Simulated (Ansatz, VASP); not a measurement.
## V2O5: VASP beside Ansatz

Aim: how closely do two programs agree when they are given the same cell, functional and k mesh? The cell is taken from a series of runs on this material, whose earlier steps may have relaxed, scaled, displaced or heated it; both programs get it as it stands.

Program: Ansatz 0.2.0. Level of theory: plane waves, with VASP 6.6.1 beside it; single point at PBEsol. Results are calculated unless marked as measured.

### 1. The structure

The structure is monoclinic, space group C2/c (No. 15). Conventional cell: a = 12.051 Å, b = 4.724 Å, c = 5.392 Å, α = 90.00°, β = 103.65°, γ = 90.00°. Nearest to V lie 6 O at 1.68 to 2.18 Å. Nearest to O lie 2 V at 1.82 Å. O has 3 V at 1.81 to 2.18 Å nearest. Nearest to O lie 2 V at 1.68 to 2.07 Å. Farther neighbours and most contacts between anions are not listed.

Coordinates:

```xyz
14
Lattice="6.0256 -2.3621 0.0000 6.0256 2.3621 0.0000 -1.2721 0.0000 5.2402" Properties=species:S:1:pos:R:3 pbc="T T T"
V     7.4328   -1.2271    1.2961
V     6.7967    1.2271    3.9162
V     3.3463    1.2271    3.9441
V     3.9823   -1.2271    1.3240
O     5.0715    1.8199    3.9302
O     5.7076   -1.8199    1.3101
O     8.4948    0.3316    4.5507
O     9.1308   -0.3316    1.9306
O     2.2843   -0.3316    0.6895
O     1.6482    0.3316    3.3097
O     6.1009   -0.2843    5.1483
O     4.0421   -0.2843    2.7121
O     6.7370    0.2843    2.5281
O     4.6781    0.2843    0.0920
```

### 2. VASP: single point, PBEsol

A single point gives forces, pressure and levels at one fixed geometry, so differences don't come from the geometry; what else differs is listed under the comparison.

Lines of VASP's logs that name or quote its potential files are left out, and so is its time.

Contents of INCAR:

```
SYSTEM = V2O5
PREC = Accurate
ENCUT = 520
EDIFF = 1E-06
NELM = 100
ISMEAR = -1
SIGMA = 0.02
LREAL = .FALSE.
ALGO = Normal
GGA = PS
NBANDS = 70
LORBIT = 11
LWAVE = .FALSE.
LCHARG = .FALSE.
KPAR = 4
ISIF = 2
```

Contents of POSCAR:

```
V2O5
1.0
    6.0256010000     -2.3621390000      0.0000000000
    6.0256010000      2.3621390000      0.0000000000
   -1.2721270000      0.0000000000      5.2402460000
V O
4 10
Direct
    0.9026120000      0.3831420000      0.2473370000
    0.3831420000      0.9026120000      0.7473370000
    0.0973880000      0.6168580000      0.7526630000
    0.6168580000      0.0973880000      0.2526630000
    0.1147710000      0.8852290000      0.7500000000
    0.8852290000      0.1147710000      0.2500000000
    0.7263770000      0.8667450000      0.8684170000
    0.8667450000      0.7263770000      0.3684170000
    0.2736230000      0.1332550000      0.1315830000
    0.1332550000      0.2736230000      0.6315830000
    0.6701320000      0.5497870000      0.9824470000
    0.4502130000      0.3298680000      0.5175530000
    0.5497870000      0.6701320000      0.4824470000
    0.3298680000      0.4502130000      0.0175530000
```

Contents of KPOINTS:

```
Automatic mesh
0
Gamma
4 4 3
0 0 0
```

The projector-augmented-wave data sets are V_sv and O (PBE family, release 64).

Launch:

```sh
$ mpirun -np 4 vasp_std
```

Numbers of over 12 decimals in the logs are rounded to 6 here.

Output:

```text
[banner, memory and clock lines left out]
running    4 mpi-ranks, on    1 nodes
 distrk:  each k-point on    1 cores,    4 groups
 distr:  one band on    1 cores,    1 groups

 POSCAR found type information on POSCAR V O
 POSCAR found :  2 types and      14 ions
|                                                                             |
|               ----> ADVICE to this user running VASP <----                  |
|                                                                             |
|     You enforced a specific xc type in the INCAR file but a different       |
|     [... a line on the potential file left out ...]
|     I HOPE YOU KNOW WHAT YOU ARE DOING!                                     |
|                                                                             |

 LDA part: xc-table for (Slater+PW92), standard interpolation
 POSCAR, INCAR and KPOINTS ok, starting setup
 FFT: planning ... GRIDC
 FFT: planning ... GRID_SOFT
 FFT: planning ... GRID
 WAVECAR not read
 entering main loop
       N       E                     dE             d eps       ncg     rms          rms(c)
DAV:   1     0.155081643539E+04    0.15508E+04   -0.64408E+04  2460   0.172E+03
DAV:   2     0.436808428064E+02   -0.15071E+04   -0.14242E+04  2482   0.528E+02
DAV:   3    -0.161540658325E+03   -0.20522E+03   -0.20012E+03  2752   0.182E+02
DAV:   4    -0.167565359650E+03   -0.60247E+01   -0.60127E+01  2848   0.342E+01
DAV:   5    -0.167655274698E+03   -0.89915E-01   -0.89866E-01  2722   0.443E+00    0.819E+01
DAV:   6    -0.158881160841E+03    0.87741E+01   -0.35573E+02  2938   0.108E+02    0.736E+01
DAV:   7    -0.137501389605E+03    0.21380E+02   -0.34696E+02  2980   0.124E+02    0.425E+01
DAV:   8    -0.125379093542E+03    0.12122E+02   -0.25615E+01  2590   0.303E+01    0.163E+01
DAV:   9    -0.122351052268E+03    0.30280E+01   -0.68670E+00  3070   0.140E+01    0.442E+00
DAV:  10    -0.122216234864E+03    0.13482E+00   -0.53265E-01  2696   0.377E+00    0.292E+00
DAV:  11    -0.122137936649E+03    0.78298E-01   -0.43417E-01  2920   0.434E+00    0.235E+00
DAV:  12    -0.122125466709E+03    0.12470E-01   -0.10852E-01  2990   0.181E+00    0.666E-01
DAV:  13    -0.122122834153E+03    0.26326E-02   -0.91634E-03  2598   0.615E-01    0.323E-01
DAV:  14    -0.122120912016E+03    0.19221E-02   -0.56887E-03  2682   0.437E-01    0.175E-01
DAV:  15    -0.122121327772E+03   -0.41576E-03   -0.20907E-03  3024   0.256E-01    0.299E-01
DAV:  16    -0.122120443053E+03    0.88472E-03   -0.23202E-03  2834   0.338E-01    0.468E-02
DAV:  17    -0.122120458022E+03   -0.14969E-04   -0.17643E-04  2726   0.644E-02    0.354E-02
DAV:  18    -0.122120467001E+03   -0.89787E-05   -0.72939E-05  2872   0.620E-02    0.483E-02
DAV:  19    -0.122120455230E+03    0.11771E-04   -0.53357E-05  2852   0.521E-02    0.970E-03
DAV:  20    -0.122120454604E+03    0.62622E-06   -0.18798E-06  1832   0.956E-03
   1 F= -.12212045E+03 E0= -.12212045E+03  d E =-.208326E-13
```

Parts of OUTCAR (step 2):

```text
ion  position               nearest neighbor table
   1  0.903  0.383  0.247-  11 1.68   9 1.81   6 1.82   8 2.02  13 2.07  10 2.18
   2  0.383  0.903  0.747-  13 1.68  10 1.81   5 1.82   7 2.02  11 2.07   9 2.18
   3  0.097  0.617  0.753-  14 1.68   7 1.81   5 1.82  10 2.02  12 2.07   8 2.18
   4  0.617  0.097  0.253-  12 1.68   8 1.81   6 1.82   9 2.02  14 2.07   7 2.18
   5  0.115  0.885  0.750-   2 1.82   3 1.82
   6  0.885  0.115  0.250-   1 1.82   4 1.82
   7  0.726  0.867  0.868-   3 1.81   2 2.02   4 2.18
   8  0.867  0.726  0.368-   4 1.81   1 2.02   3 2.18
   9  0.274  0.133  0.132-   1 1.81   4 2.02   2 2.18
  10  0.133  0.274  0.632-   2 1.81   3 2.02   1 2.18
  11  0.670  0.550  0.982-   1 1.68   2 2.07
  12  0.450  0.330  0.518-   4 1.68   3 2.07
  13  0.550  0.670  0.482-   2 1.68   1 2.07
  14  0.330  0.450  0.018-   3 1.68   4 2.07

  LATTYP: Found a base centered monoclinic cell.
 ALAT       =    12.0512020000
 B/A-ratio  =     0.3920171614
 C/A-ratio  =     0.4474613450
 COS(beta)  =    -0.2359090385

 Subroutine GETGRP returns: Found  4 space group operations
 (whereof  2 operations were pure point group operations)

The static configuration has the point symmetry S_2 .
 The point group associated with its full space group is C_2h.

 Found     17 irreducible k-points:

   k-points           NKPTS =     17   k-points in BZ     NKDIM =     17   number of bands    NBANDS=     70

   dimension x,y,z NGX =    48 NGY =   48 NGZ =   40
   dimension x,y,z NGXF=    96 NGYF=   96 NGZF=   80

   ENCUT  =  520.0 eV  38.22 Ry    6.18 a.u.  12.03 12.03 10.03*2*pi/ulx,y,z

   NELECT =     112.0000    total number of electrons

 k-points in reciprocal lattice and weights: Automatic mesh
   0.00000000  0.00000000  0.00000000       0.021
   0.25000000  0.00000000  0.00000000       0.083
   0.50000000  0.00000000  0.00000000       0.042
   0.25000000  0.25000000  0.00000000       0.042
   0.50000000  0.25000000  0.00000000       0.083
  -0.25000000  0.25000000  0.00000000       0.042
   0.50000000  0.50000000  0.00000000       0.021
   0.00000000  0.00000000  0.33333333       0.042
   0.25000000  0.00000000  0.33333333       0.083
[...]
-0.25000000  0.50000000  0.33333333       0.083
  -0.25000000 -0.25000000  0.33333333       0.042

 average (electrostatic) potential at core
       1 -77.8743       2 -77.8743       3 -77.8743       4 -77.8743       5 -71.1574
       6 -71.1574       7 -71.1440       8 -71.1440       9 -71.1440      10 -71.1440
      11 -71.4451      12 -71.4451      13 -71.4451      14 -71.4451

 E-fermi :   3.4732

 k-point     1 :       0.0000    0.0000    0.0000
  band No.  band energies     occupation
    ...
     52       2.0997      2.00000
     53       2.2495      2.00000
     54       2.2555      2.00000
     55       2.5894      2.00000
     56       2.8800      2.00000
     57       4.7289      0.00000
     58       4.9697      0.00000
     59       5.0483      0.00000
     60       5.0591      0.00000
     61       5.2763      0.00000
    ...

 k-point     2 :       0.2500    0.0000    0.0000
  band No.  band energies     occupation
    ...
     52       2.1116      2.00000
     53       2.2213      2.00000
     54       2.3607      2.00000
     55       2.5378      2.00000
     56       2.7353      2.00000
     57       4.5862      0.00000
     58       4.6820      0.00000
     59       4.9350      0.00000
     60       5.0473      0.00000
     61       5.3040      0.00000
    ...

 k-point     3 :       0.5000    0.0000    0.0000
  band No.  band energies     occupation
    ...
     52       2.0868      2.00000
     53       2.3405      2.00000
     54       2.4235      2.00000
     55       2.5209      2.00000
     56       2.6112      2.00000
     57       4.4671      0.00000
     58       4.7858      0.00000
     59       4.8202      0.00000
     60       4.9849      0.00000
     61       5.1854      0.00000
    ...

  Total      -11.3038863    -10.5270834    -11.3287307      0.0000000      0.0000000      0.2087573
  in kB     -121.4089975   -113.0657726   -121.6758377      0.0000000      0.0000000      2.2421506
  external PRESSURE =    -118.7168693 kB  Pullay stress =       0.0000000 kB

  energy-cutoff  :      520.00
  volume of cell :      149.17
      direct lattice vectors                 reciprocal lattice vectors
     6.025601000 -2.362139000  0.000000000     0.082979275 -0.211672556  0.020144126
     6.025601000  2.362139000  0.000000000     0.082979275  0.211672556  0.020144126
    -1.272127000  0.000000000  5.240246000     0.000000000  0.000000000  0.190830736

 POSITION                                       TOTAL-FORCE (eV/Angst)
 -----------------------------------------------------------------------------------
      7.43280     -1.22706      1.29611        -0.501081      0.153729     -0.968721
      6.79673      1.22706      3.91623        -0.501081     -0.153729     -0.968721
      3.34628      1.22706      3.94414         0.501081     -0.153729      0.968721
      3.98234     -1.22706      1.32402         0.501081      0.153729      0.968721
      5.07151      1.81993      3.93018        -0.000000     -0.608870     -0.000000
      5.70757     -1.81993      1.31006        -0.000000      0.608870     -0.000000
      8.49478      0.33157      4.55072        -0.051344     -0.296330     -0.160134
      9.13084     -0.33157      1.93060        -0.051344      0.296330     -0.160134
      2.28429     -0.33157      0.68953         0.051344      0.296330      0.160134
      1.64823      0.33157      3.30965         0.051344     -0.296330      0.160134
      6.10095     -0.28427      5.14826         0.237280     -0.437703      0.959946
      4.04206     -0.28427      2.71211        -0.237280     -0.437703     -0.959946
      6.73701      0.28427      2.52814         0.237280      0.437703      0.959946
      4.67813      0.28427      0.09198        -0.237280      0.437703     -0.959946
 -----------------------------------------------------------------------------------
    total drift:                                0.000000      0.000000      0.000000

  FREE ENERGIE OF THE ION-ELECTRON SYSTEM (eV)
  ---------------------------------------------------
  free  energy   TOTEN  =      -122.1204546037 eV

  energy  without entropy=     -122.1204546037  energy(sigma->0) =     -122.12045460

 total charge
# of ion       s       p       d       tot
------------------------------------------
    1        2.328   6.377   2.988  11.693
    2        2.328   6.377   2.988  11.693
    3        2.328   6.377   2.988  11.693
    4        2.328   6.377   2.988  11.693
    5        1.580   3.392   0.000   4.972
    6        1.580   3.392   0.000   4.972
    7        1.570   3.418   0.000   4.988
    8        1.570   3.418   0.000   4.988
    9        1.570   3.418   0.000   4.988
   10        1.570   3.418   0.000   4.988
   11        1.591   3.364   0.000   4.954
   12        1.591   3.364   0.000   4.954
   13        1.591   3.364   0.000   4.954
   14        1.591   3.364   0.000   4.954
--------------------------------------------------
tot         25.114  59.416  11.953  96.483

[... 3 further parts left out ...]
```

This run has no spin polarisation, so a moment on V, if there is one, isn't seen. LASPH is off, so gradient terms of the non-spherical density inside the spheres are left out; for open d or f shells this can shift gaps and moments.

[end of part 1 of 2]

[Lines on the potential files, build, host, timing and source positions are cut from VASP's logs without a mark.]

[Logs are printed without paths, hosts, clocks, repeated set-up lines and the standing remarks that a program may print on its own settings, such as how far it seeks lower states.]

[Hosts, paths, dates, database ids (printed as entryN), source tags and the programs' standing remarks are cut or masked in the printed files.]
